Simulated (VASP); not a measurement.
Input:

```
InSb
1.0
    0.00000     3.28264     3.28264
    3.28264     0.00000     3.28264
    3.28264     3.28264     0.00000
In Sb
1 1
Cartesian
  0.00000   0.00000   0.00000
  1.64132   1.64132   1.64132
```

Level of theory: PBE GGA, VASP's PBE PAW potentials (set 64) (plane waves; VASP). Numerical set-up: PREC = Normal, 500 eV cut-off, 4×4×4 Γ-centred mesh, Gaussian smearing of 0.010 eV, potentials In_d_GW Sb_d_GW.

Unless said otherwise, spin-orbit coupling is left out, though it shifts the bands of the heavy elements here.

Task: What does the run give for the energy per atom (σ→0), pressure, band gap (on the k-mesh) with the smallest direct gap where there is one?

Result: 
The band gap (on the k-mesh) comes out as none (metal, semimetal or under 0.01 eV) and the energy per atom (σ→0) is -3.413 eV/atom. The pressure comes out as 1.69 GPa.

The compound is InSb in the zinc blende structure. This cell is one point of a volume scan, at 1.04 of the reference volume. The k-mesh is coarse (spacing up to 0.41 per Å, 2π included), so the numbers may not be converged in it.
